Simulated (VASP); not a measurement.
These are LDA (Ceperley-Alder, Perdew-Zunger), VASP's LDA PAW potentials (set 64) (plane waves; VASP 6.6.1) values and carry that method's errors.

The input files of a VASP run:

INCAR:
```
ISIF = 2
SIGMA = 0.05
ALGO = Normal
LWAVE = .FALSE.
LASPH = .TRUE.   ! aspherical one-centre terms
ISMEAR = -1   ! Fermi-Dirac
LCHARG = .FALSE.
LREAL = .FALSE.
EDIFF = 1E-6
NELM = 100   ! most electronic steps
LMAXMIX = 4   ! l cut-off of mixed one-centre charges
PREC = Accurate
SYSTEM = NiGe
ENCUT = 300   ! plane-wave cut-off (eV)
```

KPOINTS:
```
kpoints
0
gamma
 8 13 8
0.5 0.5 0.5
```

File POSCAR:
```
NiGe
5.329650
  1.0000000000   0.0000000000   0.0000000000
  0.0000000000   0.6474946760   0.0000000000
  0.0000000000   0.0000000000   1.0827596559
Ni Ge
4 4
Cart
  0.5055400000   0.1618736690   0.7478945771
  0.4944600000   0.4856210070   0.3348650788
  0.9944600000   0.4856210070   0.2065147492
  0.0055400000   0.1618736690   0.8762449067
  0.6896600000   0.1618736690   0.0941784349
  0.3103400000   0.4856210070   0.9885812210
  0.8103400000   0.4856210070   0.6355582628
  0.1896600000   0.1618736690   0.4472013931
```

POTCAR, in this order: Ni Ge_d (LDA.64 set). Program: vasp_std.

What VASP printed:

OSZICAR:
```
       N       E                     dE             d eps       ncg     rms          rms(c)
DAV:   1     0.833671371342E+03    0.83367E+03   -0.29309E+04 14696   0.319E+03
DAV:   2     0.106114979002E+03   -0.72756E+03   -0.69940E+03 12768   0.774E+02
DAV:   3    -0.459697429387E+02   -0.15208E+03   -0.14652E+03 12935   0.222E+02
DAV:   4    -0.550200707809E+02   -0.90503E+01   -0.89334E+01 14375   0.627E+01
DAV:   5    -0.552063484328E+02   -0.18628E+00   -0.18608E+00 13832   0.963E+00    0.226E+01
DAV:   6    -0.617822723903E+02   -0.65759E+01   -0.86728E+01 13952   0.900E+01    0.308E+01
DAV:   7    -0.502293004037E+02    0.11553E+02   -0.30284E+01 13682   0.607E+01    0.350E+00
DAV:   8    -0.503164284368E+02   -0.87128E-01   -0.37891E+00 15289   0.116E+01    0.345E+00
DAV:   9    -0.502115536887E+02    0.10487E+00   -0.62822E-01 14541   0.721E+00    0.479E-01
DAV:  10    -0.502111573480E+02    0.39634E-03   -0.42945E-02 13741   0.196E+00    0.287E-01
DAV:  11    -0.502105467159E+02    0.61063E-03   -0.28323E-03 17311   0.437E-01    0.127E-01
DAV:  12    -0.502105554505E+02   -0.87346E-05   -0.28437E-04 14031   0.129E-01    0.422E-02
DAV:  13    -0.502105404819E+02    0.14969E-04   -0.43370E-05 17819   0.621E-02    0.720E-03
DAV:  14    -0.502105410488E+02   -0.56694E-06   -0.10615E-05 11922   0.195E-02    0.248E-03
DAV:  15    -0.502105410838E+02   -0.34992E-07   -0.83661E-07  6683   0.933E-03
   1 F= -.50210541E+02 E0= -.50200015E+02  d E =-.210516E-01
```

OUTCAR:
```
------------------------ aborting loop because EDIFF is reached ----------------------------------------
  FORCE on cell =-STRESS in cart. coord.  units (eV):
  Direction    XX          YY          ZZ          XY          YZ          ZX
  --------------------------------------------------------------------------------------
  Total       -4.7329983     -4.9742630     -4.6300735      0.0000000      0.0000000      0.0000000
  in kB      -71.4467695    -75.0887705    -69.8930719      0.0000000      0.0000000      0.0000000
  external PRESSURE =     -72.1428707 kB  Pullay stress =       0.0000000 kB
  volume of cell :      106.14
      direct lattice vectors                 reciprocal lattice vectors
     5.329650000  0.000000000  0.000000000     0.187629582  0.000000000  0.000000000
     0.000000000  3.450920000  0.000000000     0.000000000  0.289777798  0.000000000
     0.000000000  0.000000000  5.770730000     0.000000000  0.000000000  0.173288301
 POSITION                                       TOTAL-FORCE (eV/Angst)
 -----------------------------------------------------------------------------------
      2.69435      0.86273      3.98602         0.011679      0.000000      0.008693
      2.63530      2.58819      1.78471        -0.011679     -0.000000     -0.008693
      5.30012      2.58819      1.10065        -0.011679     -0.000000      0.008693
      0.02953      0.86273      4.67008         0.011679      0.000000     -0.008693
      3.67565      0.86273      0.50194         0.106877      0.000000      0.034043
      1.65400      2.58819      5.26879        -0.106877     -0.000000     -0.034043
      4.31883      2.58819      3.38730        -0.106877      0.000000      0.034043
      1.01082      0.86273      2.38343         0.106877      0.000000     -0.034043
 -----------------------------------------------------------------------------------
    total drift:                                0.000000     -0.000000      0.000000
  FREE ENERGIE OF THE ION-ELECTRON SYSTEM (eV)
  ---------------------------------------------------
  free  energy   TOTEN  =       -50.2105410838 eV

  energy  without entropy=      -50.1894894637  energy(sigma->0) =      -50.20001527
```
(Selected blocks of OUTCAR.)

File OUTCAR:
```
 val. band max:        8.7693892400   @ k =   0.0625   0.2692   0.1875

 cond. band min:       8.7732558109   @ k =   0.3125   0.2692   0.3125


 Fermi energy:         8.7715307951

 k-point     1 :       0.0625    0.0385    0.0625
  band No.  band energies     occupation
      1     -16.0000      2.00000
      2     -15.9878      2.00000
      3     -15.9784      2.00000
      4     -15.9758      2.00000
      5     -15.9600      2.00000
      6     -15.9407      2.00000
      7     -15.9383      2.00000
      8     -15.9346      2.00000
      9     -15.9260      2.00000
     10     -15.9246      2.00000
     11     -15.9199      2.00000
     12     -15.9140      2.00000
     13     -15.9105      2.00000
     14     -15.9060      2.00000
     15     -15.9033      2.00000
     16     -15.8948      2.00000
     17     -15.8942      2.00000
     18     -15.8913      2.00000
     19     -15.8888      2.00000
     20     -15.8880      2.00000
     21      -4.2082      2.00000
     22      -1.1510      2.00000
     23       0.0758      2.00000
     24       0.2835      2.00000
     25       2.5602      2.00000
     26       3.0486      2.00000
     27       4.6410      2.00000
     28       5.1128      2.00000
     29       5.1859      2.00000
     30       5.3621      2.00000
     31       5.3790      2.00000
     32       5.5207      2.00000
     33       5.6585      2.00000
     34       5.9926      2.00000
     35       6.0622      2.00000
     36       6.2273      2.00000
     37       6.4247      2.00000
     38       6.6390      2.00000
     39       6.6989      2.00000
     40       6.7739      2.00000
     41       6.8359      2.00000
     42       6.9173      2.00000
     43       6.9566      2.00000
     44       7.0195      2.00000
     45       7.2002      2.00000
     46       7.6294      2.00000
     47       7.9001      2.00000
     48       7.9405      2.00000
     49       9.5202      0.00000
     50       9.8205      0.00000
     51      12.1303      0.00000
...
```

At this cut-off the stress carries a Pulay error, which pulls relaxed volumes low.

The structure comes from a computed database's NiGe entry; how it stands against other phases isn't given here. The cell was not relaxed at this level. The run is one of a series of settings (KPOINTS 8×13×8 Γ-centred mesh shifted by (0.5, 0.5, 0.5) against the base run), some of them coarse on purpose. The run is not spin-polarised, so no magnetic state was tried.
